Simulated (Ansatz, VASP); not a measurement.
**WS2 (Tungstenite): VASP beside Ansatz**

Wanted: the spread between two codes on one cell, functional and k mesh. The cell is taken from a series of runs on this material, whose earlier steps may have relaxed, scaled, displaced or heated it; both programs get it as it stands. Other levels of theory on this material are compared in a session of their own.

Main program and level: Ansatz 0.2.0; plane waves, with VASP 6.6.1 beside it; single point at r2SCAN and single point at PBE, spin-orbit coupling.

## Step 1: Set-up

Symmetry: P6_3/mmc, No. 194, hexagonal system. Conventional cell: a = 3.143 Å, b = 3.143 Å, c = 11.950 Å, α = 90.00°, β = 90.00°, γ = 120.00°. W has 6 S at 2.40 Å nearest. S has 3 W at 2.40 Å nearest. Farther neighbours and most contacts between anions are not listed.

## Step 2: VASP: single point, r2SCAN

With cell and atoms fixed, the geometry can't cause a difference; cores, projectors, grids and the points listed under the comparison can.

Lines of VASP's logs that name or quote its potential files are left out, and so is its time.

File INCAR:

```
SYSTEM = WS2
PREC = Accurate
ENCUT = 660
EDIFF = 1E-06
NELM = 120
ISMEAR = 0
SIGMA = 0.01
LREAL = .FALSE.
ALGO = Normal
METAGGA = R2SCAN
LASPH = .TRUE.
NBANDS = 24
LORBIT = 11
LWAVE = .FALSE.
LCHARG = .FALSE.
ISIF = 2
GGA_COMPAT = .FALSE.
EFERMI = MIDGAP
LMIXTAU = .TRUE.
KPAR = 2
```

File POSCAR:

```
WS2
1.0
    3.1430410417      0.0000000000      0.0000000000
   -1.5715205209      2.7219533873      0.0000000000
    0.0000000000      0.0000000000     11.9502324404
W S
2 4
Direct
    0.3333333334      0.6666666668      0.2500000000
    0.6666666668      0.3333333334      0.7500000000
    0.3333333334      0.6666666668      0.6181409895
    0.6666666668      0.3333333334      0.1181409895
    0.3333333334      0.6666666668      0.8818590105
    0.6666666668      0.3333333334      0.3818590105
```

File KPOINTS:

```
Automatic mesh
0
Gamma
12 12 2
0 0 0
```

The projector-augmented-wave data sets are W and S (PBE family, release 64).

Launch:

```
$ mpirun -np 2 vasp_std
```

Numbers of over 12 decimals in the logs are rounded to 6 here.

Output:

```text
[banner, memory and clock lines left out]
running    2 mpi-ranks, on    1 nodes
 distrk:  each k-point on    1 cores,    2 groups
 distr:  one band on    1 cores,    1 groups

 POSCAR found type information on POSCAR W S
 POSCAR found :  2 types and       6 ions
|                                                                             |
|               ----> ADVICE to this user running VASP <----                  |
|                                                                             |
|     You enforced a specific xc type in the INCAR file but a different       |
|     [... a line on the potential file left out ...]
|     I HOPE YOU KNOW WHAT YOU ARE DOING!                                     |
|                                                                             |

 LDA part: xc-table for (None), standard interpolation
 POSCAR, INCAR and KPOINTS ok, starting setup
 FFT: planning ... GRIDC
 FFT: planning ... GRID_SOFT
 FFT: planning ... GRID
 WAVECAR not read
 entering main loop
       N       E                     dE             d eps       ncg     rms          rms(c)
DAV:   1     0.132780826206E+03    0.13278E+03   -0.19461E+04  1824   0.168E+03
DAV:   2    -0.125896136451E+03   -0.25868E+03   -0.24826E+03  2392   0.334E+02
DAV:   3    -0.146450617769E+03   -0.20554E+02   -0.20170E+02  2504   0.855E+01
DAV:   4    -0.146892029563E+03   -0.44141E+00   -0.43992E+00  2424   0.137E+01
DAV:   5    -0.146905909471E+03   -0.13880E-01   -0.13872E-01  2528   0.220E+00    0.374E+01
DAV:   6    -0.145404809619E+03    0.15011E+01   -0.11043E+01  2544   0.175E+01    0.204E+01
DAV:   7    -0.140619343855E+03    0.47855E+01   -0.44254E+00  2472   0.137E+01    0.103E+01
DAV:   8    -0.140019503288E+03    0.59984E+00   -0.87837E-01  2568   0.651E+00    0.625E-01
DAV:   9    -0.139708635381E+03    0.31087E+00   -0.16666E-01  2296   0.315E+00    0.595E-01
DAV:  10    -0.140162263385E+03   -0.45363E+00   -0.19042E-01  2072   0.328E+00    0.572E-01
DAV:  11    -0.140182239734E+03   -0.19976E-01   -0.68614E-03  2464   0.730E-01    0.341E-01
DAV:  12    -0.140205235863E+03   -0.22996E-01   -0.13329E-02  2152   0.958E-01    0.108E-01
DAV:  13    -0.140203977398E+03    0.12585E-02   -0.28481E-03  2160   0.453E-01    0.120E-01
DAV:  14    -0.140204892455E+03   -0.91506E-03   -0.15445E-03  2296   0.353E-01    0.693E-02
DAV:  15    -0.140205144270E+03   -0.25181E-03   -0.24494E-04  2320   0.128E-01    0.155E-02
DAV:  16    -0.140205319947E+03   -0.17568E-03   -0.11106E-04  2208   0.100E-01    0.746E-03
DAV:  17    -0.140205323103E+03   -0.31554E-05   -0.39134E-06  2280   0.178E-02    0.684E-03
DAV:  18    -0.140205322544E+03    0.55901E-06   -0.45400E-07  1512   0.607E-03
   1 F= -.14020532E+03 E0= -.14020532E+03  d E =0.000000E+00
```

OUTCAR, selected parts (step 2):

```text
ion  position               nearest neighbor table
   1  0.333  0.667  0.250-   4 2.40   6 2.40   4 2.40   6 2.40   4 2.40   6 2.40
   2  0.667  0.333  0.750-   3 2.40   5 2.40   3 2.40   5 2.40   3 2.40   5 2.40
   3  0.333  0.667  0.618-   2 2.40   2 2.40   2 2.40
   4  0.667  0.333  0.118-   1 2.40   1 2.40   1 2.40
   5  0.333  0.667  0.882-   2 2.40   2 2.40   2 2.40
   6  0.667  0.333  0.382-   1 2.40   1 2.40   1 2.40

  LATTYP: Found a hexagonal cell.
 ALAT       =     3.1430410417
 C/A-ratio  =     3.8021242109

 Subroutine GETGRP returns: Found 24 space group operations
 (whereof 12 operations were pure point group operations)

The static configuration has the point symmetry D_3d.
 The point group associated with its full space group is D_6h.

 Found     38 irreducible k-points:

   k-points           NKPTS =     38   k-points in BZ     NKDIM =     38   number of bands    NBANDS=     24

   dimension x,y,z NGX =    28 NGY =   28 NGZ =  100
   dimension x,y,z NGXF=    56 NGYF=   56 NGZF=  200

   ENCUT  =  660.0 eV  48.51 Ry    6.96 a.u.   6.58  6.58 25.03*2*pi/ulx,y,z

   NELECT =      36.0000    total number of electrons

 k-points in reciprocal lattice and weights: Automatic mesh
   0.00000000  0.00000000  0.00000000       0.003
   0.08333333  0.00000000  0.00000000       0.021
   0.16666667  0.00000000  0.00000000       0.021
   0.25000000  0.00000000  0.00000000       0.021
   0.33333333  0.00000000  0.00000000       0.021
   0.41666667  0.00000000  0.00000000       0.021
   0.50000000  0.00000000  0.00000000       0.010
   0.08333333  0.08333333  0.00000000       0.021
   0.16666667  0.08333333  0.00000000       0.042
[...]
0.33333333  0.25000000  0.50000000       0.042
   0.33333333  0.33333333  0.50000000       0.007

 average (electrostatic) potential at core
       1 -45.1934       2 -45.1934       3 -88.3302       4 -88.3302       5 -88.3302
       6 -88.3302

 E-fermi :   7.2669

 k-point     1 :       0.0000    0.0000    0.0000
  band No.  band energies     occupation
    ...
     14       4.4364      2.00000
     15       4.4364      2.00000
     16       5.3778      2.00000
     17       5.3868      2.00000
     18       6.8048      2.00000
     19       9.1440      0.00000
     20       9.1441      0.00000
     21       9.1853      0.00000
     22       9.1857      0.00000
     23       9.2073      0.00000
    ...

 k-point     2 :       0.0833    0.0000    0.0000
  band No.  band energies     occupation
    ...
     14       4.2458      2.00000
     15       4.4262      2.00000
     16       5.3963      2.00000
     17       5.4764      2.00000
     18       6.5247      2.00000
     19       9.0179      0.00000
     20       9.0568      0.00000
     21       9.1107      0.00000
     22       9.1535      0.00000
     23       9.1779      0.00000
    ...

 k-point     3 :       0.1667    0.0000    0.0000
  band No.  band energies     occupation
    ...
     14       3.7994      2.00000
     15       4.2662      2.00000
     16       5.2657      2.00000
     17       5.3609      2.00000
     18       5.8111      2.00000
     19       8.4420      0.00000
     20       8.7657      0.00000
     21       9.0887      0.00000
     22       9.1281      0.00000
     23       9.1414      0.00000
    ...

  Total        2.2109387      2.2109387      1.3987383     -0.0000000      0.0000000      0.0000000
  in kB       34.6481610     34.6481610     21.9199706     -0.0000000      0.0000000      0.0000000
  external PRESSURE =      30.4054309 kB  Pullay stress =       0.0000000 kB

  energy-cutoff  :      660.00
  volume of cell :      102.24
      direct lattice vectors                 reciprocal lattice vectors
     3.143041042  0.000000000  0.000000000     0.318163201  0.183691610  0.000000000
    -1.571520521  2.721953387  0.000000000     0.000000000  0.367383220  0.000000000
     0.000000000  0.000000000 11.950232440     0.000000000  0.000000000  0.083680381

 POSITION                                       TOTAL-FORCE (eV/Angst)
 -----------------------------------------------------------------------------------
     -0.00000      1.81464      2.98756        -0.000000      0.000000      0.000000
      1.57152      0.90732      8.96267        -0.000000      0.000000      0.000000
     -0.00000      1.81464      7.38693         0.000000     -0.000000      0.357076
      1.57152      0.90732      1.41181        -0.000000      0.000000      0.357076
     -0.00000      1.81464     10.53842         0.000000     -0.000000     -0.357076
      1.57152      0.90732      4.56330        -0.000000      0.000000     -0.357076
 -----------------------------------------------------------------------------------
    total drift:                               -0.000000     -0.000000      0.000000

  FREE ENERGIE OF THE ION-ELECTRON SYSTEM (eV)
  ---------------------------------------------------
  free  energy   TOTEN  =      -140.2053225438 eV

  energy  without entropy=     -140.2053225438  energy(sigma->0) =     -140.20532254

 total charge
# of ion       s       p       d       tot
------------------------------------------
    1        0.549   0.730   4.279   5.559
    2        0.549   0.730   4.279   5.559
    3        1.354   2.388   0.000   3.742
    4        1.354   2.388   0.000   3.742
    5        1.354   2.388   0.000   3.742
    6        1.354   2.388   0.000   3.742
--------------------------------------------------
tot          6.516  11.011   8.559  26.085

[... 3 further parts left out ...]
```

The run ends at a pressure of 3.04 GPa, with forces up to 0.36 eV/Å.

## Step 3: Ansatz: single point, r2SCAN

Ansatz runs on its default PAW (the set named soft_2) files.

The same cell, functional and mesh now go to Ansatz.

File input.yaml:

```yaml
crystal:
  lattice:
    - [3.1430410417, 0.0, 0.0]
    - [-1.5715205209, 2.7219533873, 0.0]
    - [0.0, 0.0, 11.9502324404]
  atoms:
    - { symbol: W, position: [0.3333333333, 0.6666666667, 0.25] }
    - { symbol: W, position: [0.6666666667, 0.3333333333, 0.75] }
    - { symbol: S, position: [0.3333333333, 0.6666666667, 0.6181409895] }
    - { symbol: S, position: [0.6666666667, 0.3333333333, 0.1181409895] }
    - { symbol: S, position: [0.3333333333, 0.6666666667, 0.8818590105] }
    - { symbol: S, position: [0.6666666667, 0.3333333333, 0.3818590105] }
kpoints:
  mp_grid: { grid: [12, 12, 2] }
  band_path:
    path:
      - [0.0, 0.0, 0.0]
      - [0.5, 0.0, 0.0]
      - [0.33333333, 0.33333333, 0.0]
      - [0.0, 0.0, 0.5]
      - [0.5, 0.0, 0.5]
      - [0.33333333, 0.33333333, 0.5]
      - [0.1666666667, 0.1666666667, 0.0]
    npoints: 1
hamiltonian:
  xc: r2scan
scf:
  occupations: { method: fixed }
  n_extra_bands: 6
output:
  eigenvalues: true
  forces: true
  stress: true
basis:
  ecutwfc: 550.0
```

Launch:

```
$ ansatz run input.yaml --threads 2 --pin off --max-ram 92160MiB --backend cuda --devices 1 --max-vram 13GiB --events-out ev --progress --plain --runs-dir out
```

Output:

```text
scf.n_extra_bands = 6 over 26 filled bands (N_el = 52.0): the run solves 32 bands
GPUs: using 1 of 1 available (devices: 1).
Engine: ansatz 0.2.0, x86_64-unknown-linux-gnu
Pseudopotentials: kind: paw
Pseudopotential: W, paw, valence charge 14, recommended cutoff 500 eV (meta_gga), W.paw.azcp
Pseudopotential: S, paw, valence charge 6, recommended cutoff 500 eV (meta_gga), S.paw.azcp
Functional definition: r2SCAN
  parameter k0 = 0.174
  parameter k1 = 0.065
  parameter a1 = 4.9479
  exchange = r2scan_x(k0 = k0, k1 = k1, a1 = a1)
  correlation = r2scan_c
device memory: the entry about to start is reckoned to put 4.0 GiB on a device that reports 59.0 GiB free (of which the cap on the GPU budget leaves the run 13.0 GiB)
GPU FFT provider: cuFFT
GPU libraries: cuBLAS 13.8.2, cuFFT 12.4.0, cuSOLVER 12.3.4
Crystal: 6 atoms, lattice volume = 102.237 Å³
Basis set: ecut = 550 eV, 2949 PW (Γ), exchange–correlation on 100×100×384 points (64 copies of the dense FFT grid, shifted against one another)
Bands: 32, of which v1, the nominal top of the filled ones, is band 26 counted from 1 (25 counted from 0)
Symmetry: 24 space group operations
Space group: P63/mmc (ITA 194), of the structure as read, at distance tolerance 4.7e-5 Å
k-points: 38 of 288
Non-local potential: W, projectors of the file, l = 0: 3, l = 1: 2, l = 2: 2, l = 3: 1
Non-local potential: S, projectors of the file, l = 0: 2, l = 1: 2, l = 2: 2
PAW form: soft (Blöchl's): semilocal exchange-correlation on the pseudo side does not see the compensation charge
PAW frozen core: W, regenerated for the run's functional (the file was generated under x = pbe(κ = 0.804, μ = 0.219515), c = pbe(β = 0.066725))
PAW frozen core: S, regenerated for the run's functional (the file was generated under x = pbe(κ = 0.804, μ = 0.219515), c = pbe(β = 0.066725))
PAW one-centre angular grid: W, 590 points (default); XC on 160 Gauss nodes
PAW one-centre angular grid: S, 302 points (default); XC on 160 Gauss nodes
Initial density: superposition of atomic densities (neutral atoms: chi_scale 0, normalization atom), corrected by the library's trained network
Initial wavefunctions: pseudopotential atomic-orbital guess
GPU buffer pool allocated for 60000 grid points (all kernels)
GPU transforms: local potential and band sums: pruned to the plane-wave sphere, on 25×25×96
Functional: x = r2scan, c = r2scan; τ floored in thin density (d = 2e-4 eV/Å³)
SCF iter   1: F=—  HF=-24422.991632 eV  |F-HF|=—  |Δ(HF+E_count)|=         —  Δρ=8.05e-3  dr2=3.61e-2  dr2_τ=1.64e-1  ethr=1.77e-3  ⟨swp⟩=5.0  Hψ=5007  notcnv=0  defer=118
preconditioner: auto → Resta (q_TF=auto, 2.438 Å⁻¹)  ε∞=7.1  [insulator: Δε(μ)=0.891 eV  Ē_g=8.953 eV  n_scr=26 (ndim 8)  ℏωp=22.0 eV  f_vac=0.007  ε∞_Penn≈7.1]
SCF iter   2: F=—  HF=-24423.139480 eV  |F-HF|=—  |Δ(HF+E_count)|=   1.48e-1  Δρ=4.96e-3  dr2=1.70e-2  dr2_τ=1.46e-3  ethr=6.95e-5  ⟨swp⟩=2.2  Hψ=2298  notcnv=0  defer=147
SCF iter   3: F=—  HF=-24423.144897 eV  |F-HF|=—  |Δ(HF+E_count)|=   5.42e-3  Δρ=2.55e-3  dr2=3.29e-3  dr2_τ=3.35e-4  ethr=3.27e-5  ⟨swp⟩=2.3  Hψ=1636  notcnv=0  defer=150
SCF iter   4: F=—  HF=-24423.147550 eV  |F-HF|=—  |Δ(HF+E_count)|=   2.65e-3  Δρ=9.69e-4  dr2=6.37e-4  dr2_τ=3.30e-5  ethr=6.33e-6  ⟨swp⟩=2.3  Hψ=1893  notcnv=0  defer=150
SCF iter   5: F=—  HF=-24423.147935 eV  |F-HF|=—  |Δ(HF+E_count)|=   3.86e-4  Δρ=1.73e-4  dr2=2.80e-5  dr2_τ=1.58e-6  ethr=1.22e-6  ⟨swp⟩=2.0  Hψ=1719  notcnv=0  defer=150
SCF iter   6: F=—  HF=-24423.147855 eV  |F-HF|=—  |Δ(HF+E_count)|=   8.05e-5  Δρ=2.47e-5  dr2=7.80e-7  dr2_τ=2.67e-8  ethr=5.38e-8  ⟨swp⟩=2.0  Hψ=1920  notcnv=0  defer=38
SCF iter   7: F=-24423.147855 eV  HF=-24423.147855 eV  |F-HF|=4.69e-10  |Δ(HF+E_count)|=   2.01e-7  Δρ=3.38e-6  dr2=1.13e-8  dr2_τ=7.82e-10  ethr=1.92e-10  ⟨swp⟩=9.9  Hψ=7100  notcnv=0
SCF 1 converged in 7 iterations: F = -24423.147855 eV  dr2 = 1.13e-8
  greatest PAW one-centre occupation: 0.999 electrons in one spin orbital (limit 2), on the W atom at site 1 (counted from 0), in its partial waves of l = 0
device memory: the entry about to start is reckoned to put 1.5 GiB on a device that reports 64.3 GiB free (of which the cap on the GPU budget leaves the run 13.0 GiB)
NSCF: frozen V_eff on 7 k-points
SCF converged after 7 iterations
Free energy (F): -24423.147855 eV
Harris-Foulkes:  -24423.147855 eV  (|F-HF|=4.69e-10)
Internal energy: -24423.147855 eV  (E = F + TS)
E sigma→0 (E₀):  -24423.147855 eV
Fermi energy:    12.407879 eV
--- Per-component energies (eV) ---
  E_band       = -378.123218
  E_kinetic    = 1336.706028
  E_local      = -3229.206055  (includes V_loc(G=0)·N_el)
  E_nonlocal   = 115.776202
  E_hartree    = 1271.699614
  E_xc         = -868.177225
  E_vxc        = -901.904181  (∫ρ·V_xc dr)
  E_paw        = -19624.529917  (= ΣΔE_a)
  E_vpaw       = -287.315058  (= ΣTr[D̂ρ^β])
  E_aug_tail   = -0.000040  (compensation charges beyond the density's cutoff)
  E_vtau       = 44.416460  (kinetic-family band-sum trace: ∫τ·v_τ [+ j·A + Jᵃ·Aᵃ] dr)
  E_ewald      = -3423.801497
  E_core_change = -1.614965  (= ΣΔE_core)
  E_smearing   = -0.000000  (= −TS)
  E_closure    = -0.000000  (closes the sum)
  Σ components = -24423.147855   (vs F -24423.147855, Δ=0.00e0)
--- Forces (eV/Å), atoms counted from 1 ---
  atom   1  W     -0.00000000    -0.00000000     0.00000000
  atom   2  W      0.00000000    -0.00000000     0.00000000
  atom   3  S      0.00000000     0.00000000     0.30338091
  atom   4  S      0.00000000    -0.00000000     0.30338091
  atom   5  S      0.00000000     0.00000000    -0.30338091
  atom   6  S     -0.00000000    -0.00000000    -0.30338091
  max |Σ_I F_I| component: 1.16e-17 eV/Å
--- Stress (GPa, compression-positive) ---
        4.254641      -0.000000       0.000000
       -0.000000       4.254641       0.000000
        0.000000       0.000000       2.773058
  P = ⅓ Tr σ = 3.7608 GPa (37.608 kbar)
--- Band table (eV; the first three rows and the last of 38) ---
  k-point 0: bands = [... 22 lower, 10.0071, 10.9474, 10.9598, 12.4079, 14.7234, 14.7234, 14.7695, 14.7695, ... 2 higher]
  k-point 1: bands = [... 22 lower, 9.9619, 9.9619, 12.0768, 12.0768, 14.7407, 14.7407, 14.7407, 14.7407, ... 2 higher]
  k-point 2: bands = [... 22 lower, 9.9949, 10.9790, 11.0425, 12.1244, 14.5979, 14.6371, 14.6941, 14.7336, ... 2 higher]
  k-point 37: bands = [... 22 lower, 8.9596, 8.9596, 11.5816, 11.5816, 13.7322, 13.7322, 14.9707, 14.9707, ... 2 higher]
```

In the SCF lines HF is the Harris–Foulkes energy and dr2 the Hartree energy of the density residual, in eV; the loop may stop once dr2 is under the threshold and the program's other checks hold. Hψ counts applications of the Hamiltonian.

## Step 4: Differences

Known differences besides the potentials themselves: VASP keeps PBE cores, Ansatz makes them for the functional; fixed occupations in Ansatz, narrow Gaussian smearing in VASP; the data sets hold 52 valence electrons in Ansatz (on its default PAW (the set named soft_2) files) and 36 in VASP; the cutoff is 550 eV in Ansatz and 660 eV in VASP. Total energies have different zeros and are not compared.

Both answers:

```csv
quantity,Ansatz,VASP,difference
pressure (GPa),3.76,3.04,+0.72
gap on the k mesh (eV),0.902,0.924,-0.022
```

Forces (eV/Å; atoms numbered as in POSCAR):

```
atom        Ansatz x, y, z          VASP x, y, z
  W1   0.000, 0.000, 0.000   0.000, 0.000, 0.000
  W2   0.000, 0.000, 0.000   0.000, 0.000, 0.000
  S3   0.000, 0.000, 0.303   0.000, 0.000, 0.357
  S4   0.000, 0.000, 0.303   0.000, 0.000, 0.357
  S5  0.000, 0.000, -0.303  0.000, 0.000, -0.357
  S6  0.000, 0.000, -0.303  0.000, 0.000, -0.357
```

The forces differ by 25 meV/Å r.m.s., which is 15.0 % of the r.m.s. force of 0.168 eV/Å (both taken over all components). A gap on the mesh is an upper bound, since the band edges may lie between its points; neither run holds spin-orbit coupling, which can move the band edges of a compound of W.

(Part 1 of 2 ends here.)

[Lines on the potential files, build, host, timing and source positions are cut from VASP's logs without a mark.]

[Logs are printed without paths, hosts, clocks, repeated set-up lines and the standing remarks that a program may print on its own settings, such as how far it seeks lower states.]

[Hosts, paths, dates, database ids (printed as entryN), source tags and the programs' standing remarks are cut or masked in the printed files.]
